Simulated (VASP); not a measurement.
```yaml
crystal:
  lattice:
    - [0.00000, 3.16447, 3.16447]
    - [3.16447, 0.00000, 3.16447]
    - [3.16447, 3.16447, 0.00000]
  atoms:
    - { symbol: Tl, position: [0.00000, 0.00000, 0.00000] }
    - { symbol: Cl, position: [0.50000, 0.50000, 0.50000] }
```

All values below come from PBEsol GGA, VASP's PBE PAW potentials (set 64) (plane waves; VASP). Settings: 400 eV cut-off, Gaussian smearing of 0.050 eV, potentials Tl_d Cl.

Unless said otherwise, spin-orbit coupling is left out, though it shifts the bands of the heavy elements here.

Estimate the band gap (along the path) with the smallest direct gap where there is one.

```
Item                                    Value
------------------------------------  -------
band gap (along the path)             2.09 eV
smallest direct gap (along the path)  2.09 eV
```

The structure comes from a computed database's TlCl entry (Fm-3m); how it stands against other phases isn't given here. It was relaxed first, which changed the volume by -5 %.
